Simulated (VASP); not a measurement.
Level of theory: PBE GGA, VASP's PBE PAW potentials (set 64) (plane waves; VASP).

The input files of a VASP run:

**KPOINTS**
```
kpoints
0
Gamma
  11 11 6
0 0 0
```

**POSCAR**
```
BN
1
    1.2775625614    -2.2128034878     0.0000000000
    1.2775625614     2.2128034878     0.0000000000
    0.0000000000     0.0000000000     4.2254280639
B N
2 2
Direct
  0.6666670000   0.3333330000   0.5002373476
  0.3333330000   0.6666670000   0.0002373476
  0.6666670000   0.3333330000   0.8747626524
  0.3333330000   0.6666670000   0.3747626524
```

INCAR:
```
SYSTEM = BN
PREC = Accurate
ENCUT = 520
EDIFF = 1E-7
NELM = 100
ALGO = Normal
LREAL = .FALSE.
LASPH = .TRUE.
ISMEAR = -5
GGA = PE
LWAVE = .FALSE.
LCHARG = .TRUE.
LORBIT = 11
NEDOS = 601
ISIF = 2
```

POTCAR, in this order: B N (PBE.64 set). Program: vasp_std.

The resulting files:

### OSZICAR
```
       N       E                     dE             d eps       ncg     rms          rms(c)
DAV:   1     0.496335334076E+02    0.49634E+02   -0.87817E+03  1536   0.130E+03
DAV:   2    -0.342995663897E+02   -0.83933E+02   -0.79399E+02  2200   0.271E+02
DAV:   3    -0.367284858564E+02   -0.24289E+01   -0.24207E+01  2040   0.462E+01
DAV:   4    -0.367425387087E+02   -0.14053E-01   -0.14043E-01  1936   0.362E+00
DAV:   5    -0.367427138603E+02   -0.17515E-03   -0.17503E-03  2000   0.370E-01    0.940E+00
DAV:   6    -0.349976455506E+02    0.17451E+01   -0.47896E+00  1904   0.181E+01    0.451E+00
DAV:   7    -0.348621804583E+02    0.13547E+00   -0.22221E-01  1828   0.466E+00    0.270E+00
DAV:   8    -0.348333410899E+02    0.28839E-01   -0.72106E-02  1720   0.252E+00    0.222E-01
DAV:   9    -0.348325352680E+02    0.80582E-03   -0.21098E-03  1996   0.482E-01    0.121E-01
DAV:  10    -0.348327771390E+02   -0.24187E-03   -0.39929E-04  1812   0.198E-01    0.264E-02
DAV:  11    -0.348327822680E+02   -0.51290E-05   -0.69443E-05  1956   0.725E-02    0.136E-02
DAV:  12    -0.348327832519E+02   -0.98392E-06   -0.96546E-06  1912   0.306E-02    0.221E-03
DAV:  13    -0.348327833988E+02   -0.14688E-06   -0.23023E-07  1504   0.548E-03    0.549E-04
DAV:  14    -0.348327834066E+02   -0.78097E-08   -0.15663E-08  1040   0.146E-03
   1 F= -.34832783E+02 E0= -.34832783E+02  d E =0.000000E+00
```

### OUTCAR
```
------------------------ aborting loop because EDIFF is reached ----------------------------------------
  FORCE on cell =-STRESS in cart. coord.  units (eV):
  Direction    XX          YY          ZZ          XY          YZ          ZX
  --------------------------------------------------------------------------------------
  Total       -0.0031035     -0.0031035     -0.0058199      0.0000000      0.0000000     -0.0000000
  in kB       -0.2081326     -0.2081327     -0.3903040      0.0000000      0.0000000     -0.0000000
  external PRESSURE =      -0.2688564 kB  Pullay stress =       0.0000000 kB
  volume of cell :       23.89
      direct lattice vectors                 reciprocal lattice vectors
     1.277562561 -2.212803488  0.000000000     0.391370266 -0.225957706  0.000000000
     1.277562561  2.212803488  0.000000000     0.391370266  0.225957706  0.000000000
     0.000000000  0.000000000  4.225428064     0.000000000  0.000000000  0.236662413
  FREE ENERGIE OF THE ION-ELECTRON SYSTEM (eV)
  ---------------------------------------------------
  free  energy   TOTEN  =       -34.8327834066 eV

  energy  without entropy=      -34.8327834066  energy(sigma->0) =      -34.83278341

 total charge

# of ion       s       p       d       tot
------------------------------------------
    1        0.673   1.343   0.000   2.017
    2        0.673   1.343   0.000   2.017
    3        1.214   2.753   0.000   3.967
    4        1.214   2.753   0.000   3.967
--------------------------------------------------
tot          3.775   8.192   0.000  11.967
```
(Selected blocks of OUTCAR.)

The compound is BN in the wurtzite structure, a metastable high-pressure form. It was relaxed first.
